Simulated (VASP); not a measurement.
All values below come from revPBE GGA, VASP's PBE PAW potentials (set 64) (plane waves; VASP 6.6.1).

VASP input:

### POSCAR
```
In
1
   -1.6605029740     1.6605029740     2.5637259837
    1.6605029740    -1.6605029740     2.5637259837
    1.6605029740     1.6605029740    -2.5637259837
In
1
Direct
  1.0000000000   0.0000000000   1.0000000000
```

File KPOINTS:
```
Automatic mesh
0
Gamma
14 14 14
0 0 0
```

### INCAR
```
ISIF = 3   # ions, shape and volume
ALGO = Normal   # blocked Davidson
SYSTEM = In
ISMEAR = 1
ENCUT = 520
NSW = 60
LMAXMIX = 4   # l cut-off of mixed one-centre charges
GGA = RE
EDIFF = 1E-6
SIGMA = 0.1
LASPH = .TRUE.   # aspherical one-centre terms
IBRION = 2
LWAVE = .FALSE.
LREAL = .FALSE.   # projection in real space or not
LCHARG = .FALSE.
NELM = 100   # most electronic steps
EDIFFG = -0.01   # ionic stop
PREC = Accurate
```

POTCAR, in this order: In_d (PBE.64 set). Program: vasp_std.

Unless said otherwise, spin-orbit coupling is left out, though it shifts the bands of the heavy elements here.

Question: Predict the energy per atom (σ→0), band gap (on the k-mesh).

Answer: 
- energy per atom (σ→0): -2.261 eV/atom
- band gap (on the k-mesh): none (metal, semimetal or under 0.01 eV)

File OSZICAR:
```
...
DAV:   4    -0.227413036256E+01   -0.65765E-01   -0.65745E-01  6180   0.103E+01
DAV:   5    -0.227692160812E+01   -0.27912E-02   -0.27911E-02  5898   0.174E+00    0.188E+00
DAV:   6    -0.226342065328E+01    0.13501E-01   -0.29640E-02  5646   0.368E+00    0.980E-01
DAV:   7    -0.226137715360E+01    0.20435E-02   -0.11624E-02  5642   0.214E+00    0.216E-01
DAV:   8    -0.226142333227E+01   -0.46179E-04   -0.93356E-04  5524   0.565E-01    0.268E-02
DAV:   9    -0.226143528539E+01   -0.11953E-04   -0.27836E-05  6110   0.756E-02    0.123E-02
DAV:  10    -0.226143609803E+01   -0.81264E-06   -0.15782E-06  4582   0.141E-02
   1 F= -.22614361E+01 E0= -.22613448E+01  d E =-.226144E+01
```

The compound is In in the bct structure. It was relaxed first, which changed the volume by +8 %. The start is the result of an earlier pass.
